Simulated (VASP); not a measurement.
Data:

```
CELL_PARAMETERS angstrom
      0.00000     2.83195     2.83195
      2.83195     0.00000     2.83195
      2.83195     2.83195     0.00000
ATOMIC_POSITIONS crystal
  Ge 0.00000 0.00000 0.00000
  Ge 0.25000 0.25000 0.25000
```

Method: PBEsol GGA, VASP's PBE PAW potentials (set 64) (plane waves; VASP 6.6.1). Numerical set-up: 400 eV cut-off, Gaussian smearing of 0.050 eV, potentials Ge_d.

What does the run give for the band gap (along the path) with the smallest direct gap where there is one?

```
Item                                                         Result
-------------------------  ----------------------------------------
band gap (along the path)  none (metal, semimetal or under 0.01 eV)
```

Total energies compare only between runs with the same potentials, cut-off and functional.

The compound is Ge in the diamond structure. It was relaxed first.
